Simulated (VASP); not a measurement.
# LaNi2H2 (I4/mmm) in VASP: single point with r2SCAN

Aim: the single point of LaNi2H2 with r2SCAN.

All numbers are computed with VASP 6.6.1; they aren't measurements. Logs are shortened: lines on timing, memory, paths and dates and some standing lists are left out, and cuts for length are marked.

## 1. The structure

The structure is tetragonal, space group I4/mmm (No. 139). Conventional cell: a = 3.740 Å, b = 3.740 Å, c = 8.840 Å, α = 90.00°, β = 90.00°, γ = 90.00°. Ni (site symmetry -4m2) is surrounded by 4 H at 2.17 Å. La (site symmetry 4/mmm) has 8 H at 2.87 Å and 8 Ni at 2.89 Å as nearest neighbours. Around H (site symmetry 4mm) lie 4 Ni at 2.17 Å and 1 H at 2.21 Å.

The cell was built by a generator and needn't be a form met in nature.

## 2. Single point, r2SCAN

POSCAR

```
LaNi2H2
1.0
    0.0000000000      3.7399724200      0.0000000000
    3.7399724200      0.0000000000      0.0000000000
    1.8699857200      1.8699857200     -4.4199674100
Ni La H
2 1 2
Direct
    0.7500000000      0.2500000000      0.5000000000
    0.2500000000      0.7500000000      0.5000000000
    0.0000000000      0.0000000000      0.0000000000
    0.3750000000      0.3750000000      0.2500000000
    0.6250000000      0.6250000000      0.7500000000
```

INCAR.step1

```
SYSTEM = LaNi2H2
PREC     = Accurate       ! precision mode
ENCUT    = 520            ! plane-wave cutoff, eV
ISMEAR   = -5             ! smearing method
SIGMA    = 0.1            ! smearing width, eV
LREAL    = .FALSE.        ! projectors in reciprocal space
LASPH    = .TRUE.         ! aspherical terms in the spheres
NELM     = 100            ! most SCF steps
LMAXMIX  = 6              ! l up to which the mixer works
GGA      = PE             ! functional
ALGO     = Normal         ! electronic algorithm
EDIFF    = 1E-4           ! SCF threshold, eV
LWAVE    = .TRUE.         ! write WAVECAR
LCHARG   = .FALSE.        ! write CHGCAR
```

INCAR.step2

```
SYSTEM = LaNi2H2
PREC     = Accurate       ! precision mode
ENCUT    = 520            ! plane-wave cutoff, eV
EDIFF    = 1E-7           ! SCF threshold, eV
ISMEAR   = -5             ! smearing method
SIGMA    = 0.1            ! smearing width, eV
LREAL    = .FALSE.        ! projectors in reciprocal space
LASPH    = .TRUE.         ! aspherical terms in the spheres
NELM     = 100            ! most SCF steps
ALGO     = Normal         ! electronic algorithm
ISIF     = 2              ! what is computed and relaxed
LWAVE    = .FALSE.        ! write WAVECAR
LCHARG   = .FALSE.        ! write CHGCAR
LMAXMIX  = 6              ! l up to which the mixer works
METAGGA  = R2SCAN         ! meta-GGA
LMIXTAU  = .TRUE.       
LORBIT   = 11             ! projections on sites
ISTART   = 1
```

KPOINTS

```
regular mesh
0
G
  7 7 7
  0 0 0
```

Potentials or basis: VASP PAW PBE potentials, release 64 (Ni, La, H).

Run with:

```
$ cat potpaw_PBE.64/Ni/POTCAR potpaw_PBE.64/La/POTCAR potpaw_PBE.64/H/POTCAR > POTCAR
$ cp INCAR.step1 INCAR
$ mpirun -np 1 vasp_std > vasp.out
$ cp INCAR.step2 INCAR
$ mpirun -np 1 vasp_std > vasp.out
```

OUTCAR:

```text
SYSTEM = LaNi2H2
   PREC = Accurate
   ENCUT = 520
   EDIFF = 1E-7
   ISMEAR = -5
   LREAL = .FALSE.
   LASPH = .TRUE.
   NELM = 100
   ISIF = 2
   METAGGA = R2SCAN
   LORBIT = 11
   ISTART = 1

 ion  position               nearest neighbor table
   1  0.750  0.250  0.500-   2 2.64   2 2.64   2 2.64   2 2.64   3 2.89   3 2.89   3 2.89   3 2.89

   2  0.250  0.750  0.500-   1 2.64   1 2.64   1 2.64   1 2.64   3 2.89   3 2.89   3 2.89   3 2.89

   3  0.000  0.000  0.000-   1 2.89   2 2.89   1 2.89   2 2.89   1 2.89   2 2.89   1 2.89   2 2.89

   4  0.375  0.375  0.250-
   5  0.625  0.625  0.750-

  LATTYP: Found a body centered tetragonal cell.
 ALAT       =     3.7399724200
 C/A-ratio  =     2.3636363661

  Lattice vectors:

 A1 = (  -1.8699857200,   1.8699867000,   4.4199674100)
 A2 = (   1.8699867000,  -1.8699857200,   4.4199674100)
 A3 = (   1.8699857200,   1.8699857200,  -4.4199674100)

Analysis of symmetry for initial positions (statically):
=====================================================================
 Subroutine PRICEL returns:
 Original cell was already a primitive cell.

 Routine SETGRP: Setting up the symmetry group for a
 body centered tetragonal supercell.

 Subroutine GETGRP returns: Found 16 space group operations
 (whereof 16 operations were pure point group operations)
 out of a pool of 16 trial point group operations.

The static configuration has the point symmetry D_4h.

Analysis of symmetry for dynamics (positions and initial velocities):
=====================================================================
 Subroutine PRICEL returns:
 Original cell was already a primitive cell.

 Routine SETGRP: Setting up the symmetry group for a
 body centered tetragonal supercell.

 Subroutine GETGRP returns: Found 16 space group operations
 (whereof 16 operations were pure point group operations)
 out of a pool of 16 trial point group operations.

The dynamic configuration has the point symmetry D_4h.

 Subroutine INISYM returns: Found 16 space group operations
 (whereof 16 operations are pure point group operations),
 and found     1 'primitive' translations

----------------------------------------------------------------------------------------

                                     Primitive cell

  volume of cell :      61.8238

  direct lattice vectors                    reciprocal lattice vectors
     0.000000000  3.739972420  0.000000000     0.000000000  0.267381651  0.113122976
     3.739972420  0.000000000  0.000000000     0.267381651  0.000000000  0.113122976
     1.869985720  1.869985720 -4.419967410     0.000000000  0.000000000 -0.226246012

  length of vectors
     3.739972420  3.739972420  5.150709183     0.290326980  0.290326980  0.226246012

  position of ions in fractional coordinates (direct lattice)
     0.750000000  0.250000000  0.500000000
     0.250000000  0.750000000  0.500000000
     0.000000000  0.000000000  0.000000000
     0.375000000  0.375000000  0.250000000
     0.625000000  0.625000000  0.750000000

  ion indices of the primitive-cell ions
   primitive index   ion index
                 1           1
                 2           2
                 3           3
                 4           4
                 5           5

----------------------------------------------------------------------------------------

 KPOINTS: regular mesh

Automatic generation of k-mesh.
 Grid dimensions read from file:
 generate k-points for:    7    7    7

 Generating k-lattice:

  Cartesian coordinates                     Fractional coordinates (reciprocal lattice)
     0.000000000  0.038197379  0.016160425     0.142857143  0.000000000  0.000000000
     0.038197379  0.000000000  0.016160425     0.000000000  0.142857143  0.000000000
     0.000000000  0.000000000 -0.032320859     0.000000000  0.000000000  0.142857143

  Length of vectors
     0.041475283  0.041475283  0.032320859

  Shift w.r.t. Gamma in fractional coordinates (k-lattice)
     0.000000000  0.000000000  0.000000000

 TETIRR: Found    912 inequivalent tetrahedra from     2058

 Subroutine IBZKPT returns following result:
 ===========================================

 Found     40 irreducible k-points:

 Following reciprocal coordinates:
            Coordinates               Weight
  0.000000  0.000000  0.000000      1.000000
  0.142857  0.000000 -0.000000      8.000000
  0.285714  0.000000  0.000000      8.000000
  0.428571  0.000000  0.000000      8.000000
  0.142857  0.142857 -0.000000      8.000000
  0.285714  0.142857  0.000000     16.000000
[... 16 lines left out ...]
  0.285714  0.285714  0.142857      8.000000
  0.428571  0.285714  0.142857     16.000000
 [... further k-points ...]
   k-points           NKPTS =     40   k-points in BZ     NKDIM =     40   number of bands    NBANDS=     20
   number of dos      NEDOS =    301   number of ions     NIONS =      5
   total plane-waves  NPLWV =  31360
   dimension x,y,z NGX =    28 NGY =   28 NGZ =   40
   dimension x,y,z NGXF=    56 NGYF=   56 NGZF=   80
   ions per type =               2   1   2
   NGX,Y,Z   is equivalent  to a cutoff of  12.45, 12.45, 12.91 a.u.
   NGXF,Y,Z  is equivalent  to a cutoff of  24.89, 24.89, 25.82 a.u.
 SYSTEM =  LaNi2H2
   PREC   = accura    normal or accurate (medium, high low for compatibility)
   ISTART =      1    job   : 0-new  1-cont  2-samecut
   ICHARG =      0    charge: 1-file 2-atom 10-const
   ISPIN  =      1    spin polarized calculation?
   LNONCOLLINEAR =      F non collinear calculations
   LSORBIT =      F    spin-orbit coupling
   LASPH  =      T    aspherical Exc in radial PAW
   ENCUT  =  520.0 eV  38.22 Ry    6.18 a.u.   6.95  6.95  9.58*2*pi/ulx,y,z
   NELM   =    100;   NELMIN=  2; NELMDL=  0     # of ELM steps
   EDIFF  = 0.1E-06   stopping-criterion for ELM
   LREAL  =      F    real-space projection
   EDIFFG = 0.1E-05   stopping-criterion for IOM
   NSW    =      0    number of steps for IOM
   IBRION =     -1    ionic relax: 0-MD 1-quasi-New 2-CG
   NFREE  =      0    steps in history (QN), initial steepest desc. (CG)
   ISIF   =      2    stress and relaxation
   ISYM   =      2    0-nonsym 1-usesym 2-fastsym
   POTIM  = 0.5000    time-step for ionic-motion
   TEBEG  =    0.0;   TEEND  =   0.0 temperature during run
   PSTRESS=    0.0 pullay stress
   NELECT =      33.0000    total number of electrons
   NUPDOWN=      -1.0000    fix difference up-down
   EMIN   =  10.00;   EMAX   =-10.00  energy-range for DOS
   EFERMI =   0.00;   METHOD = LEGACY
   ISMEAR =    -5;   SIGMA  =   0.10  broadening in eV -4-tet -1-fermi 0-gaus
   EFERMI_NEDOS =   21; number of points for ismear=-14 and -15
   IALGO  =     38    algorithm
   IMIX   =      4    mixing-type and parameters
     AMIX     =   0.40;   BMIX     =  1.00
     AMIX_MAG =   1.60;   BMIX_MAG =  1.00
  volume/ion in A,a.u.               =      12.36        83.44
  Fermi-wavevector in a.u.,A,eV,Ry     =   1.327988  2.509534 23.994588  1.763552
  Thomas-Fermi vector in A             =   2.457259
   LORBIT       =     11    0 simple, 1 ext, 2 COOP (PROOUT), +10 PAW based schemes
   METAGGA = R2SCAN    functional components
   LHFCALC =     F    Hartree Fock is set to
   AEXX    =    0.0000 exact exchange contribution
   IVDW    =     0    specifies the selected vdW correction
   LEPSILON=     F    determine dielectric tensor
   LRPA    =     F    only Hartree local field effects (RPA)
 non-spin polarized calculation
 Fermi weights with tetrahedron method with Bloechl corrections
  energy-cutoff  :      520.00
  volume of cell :       61.82
 maximum number of plane-waves:      1684
   NGX = 13   NGY = 13   NGZ = 19

 number of electron      32.9999978 magnetization

 Free energy of the ion-electron system (eV)
  ---------------------------------------------------
  ext. energy  EPLUGINS =         0.00000000
  ---------------------------------------------------
  free energy    TOTEN  =       -60.35098847 eV

  energy without entropy =      -60.35098847  energy(sigma->0) =      -60.35098847

 E-fermi :   8.7460     XC(G=0): -11.9451

 val. band max:        8.7102732070   @ k =   0.1429   0.1429  -0.0000
 cond. band min:       8.6044213268   @ k =  -0.1429   0.1429   0.0000
 fundamental gap:     -0.1058518803
 Fermi energy:         8.7460224235

 k-point     1 :       0.0000    0.0000    0.0000
  band No.  band energies     occupation
      1     -25.1043      2.00000
      2      -8.6502      2.00000
      3      -8.1236      2.00000
      4      -8.1236      2.00000
      5      -0.1685      2.00000
      6       3.4692      2.00000
[... 12 lines left out ...]
     19       9.4754      0.00000
     20       9.4754      0.00000

 k-point     2 :       0.1429    0.0000   -0.0000
  band No.  band energies     occupation
      1     -25.0887      2.00000
      2      -8.6462      2.00000
      3      -8.3163      2.00000
      4      -8.1078      2.00000
      5       0.1810      2.00000
      6       3.3409      2.00000
[... 12 lines left out ...]
     19       9.6885      0.00000
     20       9.9946      0.00000
[... 465 lines left out ...]
      3      -8.5789      2.00000
      4      -8.5562      2.00000
      5       1.5274      2.00000
      6       3.1707      2.00000
[... 12 lines left out ...]
     19       9.9857      0.00000
     20      10.6617      0.00000

 k-point    24 :       0.4286    0.2857    0.1429
  band No.  band energies     occupation
      1     -24.9791      2.00000
      2      -8.9032      2.00000
      3      -8.5704      2.00000
      4      -8.5388      2.00000
      5       1.9014      2.00000
      6       2.8946      2.00000
[... 12 lines left out ...]
     19       9.8470      0.00000
     20      10.4846      0.00000

 [... further k-points ...]

------------------------ aborting loop because EDIFF is reached ----------------------------------------

  FORCE on cell =-STRESS in cart. coord.  units (eV):
  Direction    XX          YY          ZZ          XY          YZ          ZX
  --------------------------------------------------------------------------------------
  -------------------------------------------------------------------------------------
  Total       -3.5238210     -3.5238210     -0.8187339     -0.0000000     -0.0000001     -0.0000001
  in kB      -91.3205571    -91.3205571    -21.2176592     -0.0000000     -0.0000024     -0.0000024
  external PRESSURE =     -67.9529244 kB  Pullay stress =       0.0000000 kB

 VOLUME and BASIS-vectors are now :
 -----------------------------------------------------------------------------
  energy-cutoff  :      520.00
  volume of cell :       61.82
      direct lattice vectors                 reciprocal lattice vectors
     0.000000000  3.739972420  0.000000000     0.000000000  0.267381651  0.113122976
     3.739972420  0.000000000  0.000000000     0.267381651  0.000000000  0.113122976
     1.869985720  1.869985720 -4.419967410     0.000000000  0.000000000 -0.226246012

 POSITION                                       TOTAL-FORCE (eV/Angst)
 -----------------------------------------------------------------------------------
      1.86999      3.73997     -2.20998        -0.000000      0.000000      0.000000
      3.73997      1.86999     -2.20998         0.000000     -0.000000      0.000000
      0.00000      0.00000      0.00000        -0.000000     -0.000000      0.000000
      1.86999      1.86999     -1.10499        -0.000000     -0.000000     -0.868982
      3.73997      3.73997     -3.31498         0.000000      0.000000      0.868982
 -----------------------------------------------------------------------------------
    total drift:                                0.000000      0.000000      0.000000

  FREE ENERGIE OF THE ION-ELECTRON SYSTEM (eV)
  ---------------------------------------------------
  free  energy   TOTEN  =       -60.3509884692 eV

  energy  without entropy=      -60.3509884692  energy(sigma->0) =      -60.35098847

 total charge

# of ion       s       p       d       f       tot
--------------------------------------------------
    1        0.450   0.319   8.488   0.000   9.257
    2        0.450   0.319   8.488   0.000   9.257
    3        2.025   5.615   0.880   0.179   8.699
    4        0.434   0.012   0.000   0.000   0.445
    5        0.434   0.012   0.000   0.000   0.445
--------------------------------------------------
tot          3.792   6.276  17.857   0.179  28.104
```

Wall time 5.2 min (1 thread of Intel Xeon Platinum 8375C at 2.90GHz (Ice Lake), shared host); peak memory 0.23 GiB.

Results:

| Property | Result |
| --- | --- |
| Free energy | -60.3510 eV |
| Pressure | -6.8 GPa |
| Largest force | 0.869 eV/Å |
| Band gap on the k mesh | none (metal or under the smearing width) |
| Valence electrons inside the program's atomic spheres | Ni 9.26; La 8.70; H 0.45 |

Forces on the atoms (eV/Å):
```
Ni   0.000  0.000  0.000
Ni   0.000  0.000  0.000
La   0.000  0.000  0.000
H    0.000  0.000 -0.869
H    0.000  0.000  0.869
```

Stress tensor (GPa, compression positive):
```
-9.13  0.00  0.00
 0.00 -9.13  0.00
 0.00  0.00 -2.12
```

Levels at points of the mesh, in eV from the Fermi level:
```tsv
k point	band 13	band 14	band 15	band 16	band 17	band 18	band 19	band 20
(0.00, 0.00, 0.00)	-1.76	-1.22	-1.02	-0.85	-0.51	-0.30	0.73	0.73
```

Caveat: the PAW data sets were made with another functional, which shifts forces and pressure a little; tetrahedron occupations give inexact forces and stress in metals. The run has no spin-orbit coupling, so splittings on La are missing.
